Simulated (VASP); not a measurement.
**CaO (relaxed from the rock salt structure, space group Fm-3m): computed properties**

Calculation: PBEsol GGA, VASP's PBE PAW potentials (set 64) (plane waves; VASP).

For CaO, the space group is Fm-3m (225) and the cell is a = b = c = 4.777 Å, α = β = γ = 90.00°. The volume per atom comes out as 13.63 Å³/atom. The band gap (over mesh and band path) comes out as 3.53 eV, the smallest direct gap (over mesh and band path) is 3.90 eV and the band-edge character comes out as indirect, Γ to X. The density is 3.42 g/cm³.

CaO is taken in the cubic space group Fm-3m (No. 225), the rock salt structure, Pearson symbol cF8. Lattice parameters: a = 4.7770 Å, b = 4.7770 Å, c = 4.7770 Å, α = 90.00°, β = 90.00°, γ = 90.00°. Ca on 4a is coordinated by 6 O at 2.388 Å (octahedral). O on 4b has 6 Ca at 2.388 Å (octahedral). (Neighbours: up to the widest gap in distance over summed covalent radii, below 1.35, at either atom; cation-cation and far metal-metal contacts left out.)
(The calculation used a cell of 2 atoms; values per cell refer to that cell.)

The structure was generated: CaO was put into the rock salt type (Fm-3m), which need not be its known phase. It was relaxed first, which changed the volume by -24 %. Symmetry was kept, so distortions that lower it aren't found.
